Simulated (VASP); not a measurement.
NbAs:

```xyz
4
Lattice="-1.7259 1.7259 5.8400 1.7259 -1.7259 5.8400 1.7259 1.7259 -5.8400" Properties=species:S:1:pos:R:3 pbc="T T T"
Nb    0.0000    0.0000    0.0000
Nb    0.0000    1.7258    2.9200
As    0.0000    0.0000    4.8589
As    1.7259    0.0000    1.9389
```

```yaml
Program: VASP 6.6.1
Task: relaxation of cell and atoms
Functional: PBEsol
Potentials_or_basis: VASP PAW PBE potentials, release 64 (Nb_sv, As)
Cutoff: 520 eV
k_mesh: 18 × 18 × 18
Occupations: gaussian, width 0.1 eV
Spin: no spin polarisation
```

At the start: pressure -2.2 GPa; volume 17.39 Å³/atom.

Task: How do energy, volume and symmetry change on relaxing?

Result: Over 7 steps the energy falls by 3.6 meV/atom and the volume is 17.16 Å³/atom (-1.4 %); space group I4_1md (No. 109, to 0.05 Å).

The path:
| step | energy change (eV) | largest force (eV/Å) | pressure (GPa) | volume (Å³) |
| --- | --- | --- | --- | --- |
| 1 | 0.0000 | 0.2876 | -2.21 | 69.58 |
| 2 | 0.0066 | 0.0392 | 4.20 | 67.19 |
| 3 | -0.0115 | 0.1500 | 0.51 | 68.50 |
| 4 | -0.0139 | 0.0239 | -0.16 | 68.73 |
| 5 | -0.0139 | 0.0029 | -0.09 | 68.71 |
| 6 | -0.0145 | 0.0001 | -0.03 | 68.66 |
| 7 | -0.0146 | 0.0016 | -0.01 | 68.63 |

Final structure:
```
CELL_PARAMETERS angstrom
-1.72040 1.72040 5.79730
1.72040 -1.72040 5.79730
1.72040 1.72040 -5.79730
ATOMIC_POSITIONS crystal
Nb 0.99874 0.99874 0.00000
Nb 0.74874 0.24874 0.50000
As 0.41726 0.41726 0.00000
As 0.16726 0.66726 0.50000
```

Caveat: the PAW data sets were made with another functional, which shifts forces and pressure a little.
